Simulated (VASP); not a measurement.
Calculation: PBE GGA with D3 dispersion (Becke-Johnson damping), VASP's PBE PAW potentials (set 64) (plane waves; VASP 6.6.1).

Input for VASP

**INCAR**
```
SYSTEM = TiAl
PREC = Accurate; ENCUT = 520; LREAL = .False.
LASPH = .True.
EDIFF = 1E-6; NELM = 100; ALGO = Normal
LMAXMIX = 4
ISMEAR = 1; SIGMA = 0.1
GGA = PE; IVDW = 12
IBRION = 2; NSW = 60; ISIF = 3
EDIFFG = -0.01
LWAVE = .False.; LCHARG = .False.
```

**KPOINTS**
```
Automatic
0
Gamma
 12 12 8
0 0 0
```

**POSCAR**
```
TiAl
1
    2.7851319614     0.0000000000     0.0000000000
    0.0000000000     2.7851319614     0.0000000000
    0.0000000000     0.0000000000     4.0048545263
Ti Al
1 1
Direct
  0.0000000000   0.0000000000   0.0000000000
  0.5000000000   0.5000000000   0.5000000000
```

POTCAR, in this order: Ti_sv Al (PBE.64 set). Program: vasp_std.

The run wrote:

**OSZICAR**
```
       N       E                     dE             d eps       ncg     rms          rms(c)
DAV:   1     0.902736184451E+02    0.90274E+02   -0.74704E+03  3080   0.140E+03
DAV:   2    -0.780288117107E+01   -0.98076E+02   -0.95332E+02  3107   0.337E+02
DAV:   3    -0.136999827814E+02   -0.58971E+01   -0.56378E+01  4858   0.789E+01
DAV:   4    -0.139044699553E+02   -0.20449E+00   -0.20246E+00  3868   0.129E+01
DAV:   5    -0.139133245670E+02   -0.88546E-02   -0.88432E-02  4508   0.246E+00    0.101E+01
DAV:   6    -0.125065113932E+02    0.14068E+01   -0.11817E+01  3822   0.382E+01    0.332E+00
DAV:   7    -0.123825057731E+02    0.12401E+00   -0.10123E+00  3569   0.111E+01    0.200E+00
DAV:   8    -0.123724450935E+02    0.10061E-01   -0.14187E-01  3466   0.430E+00    0.496E-01
DAV:   9    -0.123711649472E+02    0.12801E-02   -0.25144E-02  3794   0.212E+00    0.237E-01
DAV:  10    -0.123713929836E+02   -0.22804E-03   -0.16431E-03  3805   0.478E-01    0.543E-02
DAV:  11    -0.123713709396E+02    0.22044E-04   -0.40047E-04  4041   0.227E-01    0.470E-02
DAV:  12    -0.123713731996E+02   -0.22600E-05   -0.31070E-05  3535   0.638E-02    0.105E-02
DAV:  13    -0.123713729001E+02    0.29949E-06   -0.83503E-07  2312   0.104E-02
   1 F= -.13379710E+02 E0= -.13379932E+02  d E =-.133797E+02
```

### OUTCAR
```
------------------------ aborting loop because EDIFF is reached ----------------------------------------
 Edisp (eV)   -1.00834
  FORCE on cell =-STRESS in cart. coord.  units (eV):
  Direction    XX          YY          ZZ          XY          YZ          ZX
  --------------------------------------------------------------------------------------
  Total      -0.00056    -0.00056    -0.01590     0.00000    -0.00000     0.00000
  in kB      -0.02874    -0.02874    -0.82000     0.00000    -0.00000     0.00000
  external pressure =       -0.29 kB  Pullay stress =        0.00 kB
  volume of cell :       31.07
      direct lattice vectors                 reciprocal lattice vectors
     2.785131961  0.000000000  0.000000000     0.359049414  0.000000000  0.000000000
     0.000000000  2.785131961  0.000000000     0.000000000  0.359049414  0.000000000
     0.000000000  0.000000000  4.004854526     0.000000000  0.000000000  0.249696960
 POSITION                                       TOTAL-FORCE (eV/Angst)
 -----------------------------------------------------------------------------------
      0.00000      0.00000      0.00000         0.000000      0.000000      0.000000
      1.39257      1.39257      2.00243         0.000000      0.000000      0.000000
 -----------------------------------------------------------------------------------
    total drift:                                0.000000      0.000000      0.000000
  FREE ENERGIE OF THE ION-ELECTRON SYSTEM (eV)
  ---------------------------------------------------
  free  energy   TOTEN  =       -13.3797103872 eV

  energy  without entropy=      -13.3803751239  energy(sigma->0) =      -13.37993197

 reached required accuracy - stopping structural energy minimisation
```
(Selected blocks of OUTCAR.)

The compound is TiAl in the L1_0 structure. It was relaxed first. The start is the result of an earlier pass. The electron count is odd and the run is not spin-polarised, which forces a metal.
